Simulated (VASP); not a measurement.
Given:

```xyz
6
Lattice="4.2678 0.0000 0.0000 0.0000 4.2678 0.0000 0.0000 0.0000 4.2678" Properties=species:S:1:pos:R:3 pbc="T T T"
Cu     3.2009     1.0670     3.2009
Cu     1.0670     3.2009     3.2009
Cu     3.2009     3.2009     1.0670
Cu     1.0670     1.0670     1.0670
O      0.0000     0.0000     0.0000
O      2.1339     2.1339     2.1339
```

These are revTPSS meta-GGA, VASP's PBE PAW potentials (set 64) (plane waves; VASP 6.6.1) values and carry that method's errors. Run with 520 eV cut-off, 5×5×5 Γ-centred mesh, Gaussian smearing of 0.050 eV, potentials Cu O.

Problem. Predict the energy per atom (σ→0), band gap (on the k-mesh) with the smallest direct gap where there is one.

Solution. 
```
Quantity                                     Result
-----------------------------------  --------------
band gap (on the k-mesh)                    0.52 eV
smallest direct gap (on the k-mesh)         0.52 eV
energy per atom (σ→0)                -1.921 eV/atom
```

Only differences to runs with the same potentials and settings are physical.

The compound is Cu2O in the cuprite structure. It was relaxed first.
